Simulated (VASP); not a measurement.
Here is a VASP 6.6.1 calculation.

INCAR

```
SYSTEM = TlGa
PREC = Accurate ; ENCUT = 600
EDIFF = 1E-6 ; ISMEAR = 1
SIGMA = 0.1 ; LREAL = .FALSE.
LASPH = .TRUE. ; NELM = 80
ALGO = Normal ; ISIF = 3
LWAVE = .FALSE. ; LCHARG = .FALSE.
GGA = PE ; IBRION = 2
NSW = 40 ; EDIFFG = -0.01
```

Contents of KPOINTS:

```
Automatic mesh
0
G
  8 8 5
  0 0 0
```

POSCAR

```
TlGa
1.0
    3.6521389600      0.0000000000      0.0000000000
   -1.8260694800      3.1628451200      0.0000000000
    0.0000000000      0.0000000000      5.8682937400
Tl Ga
1 1
Direct
    0.3333333300      0.6666666700      0.5000000000
    0.0000000000      0.0000000000      0.0000000000
```

Potentials or basis: VASP PAW PBE potentials, release 64 (Tl_d, Ga_d).

Launch:

```sh
$ cat potpaw_PBE.64/Tl_d/POTCAR potpaw_PBE.64/Ga_d/POTCAR > POTCAR
$ mpirun -np 1 vasp_std > vasp.out
```

**Question.** Predict the band gap on the k mesh.

**Answer.** None (metal or under the smearing width).

**Question.** Predict the space group after relaxing (to 0.05 Å).

**Answer.** P-6m2 (No. 187).

**Question.** What does it give for the relaxed volume?

**Answer.** 25.99 Å³/atom.

Final structure:
```
CELL_PARAMETERS angstrom
3.31070 0.00000 0.00000
-1.65535 2.86715 0.00000
0.00000 0.00000 5.47645
ATOMIC_POSITIONS crystal
Tl 0.33333 0.66667 0.50000
Ga 0.00000 0.00000 0.00000
```

Caveat: the volume moved by over 15 % at a fixed basis, so the end points are rough. Spin-orbit coupling is left out, which matters for the levels of Tl.
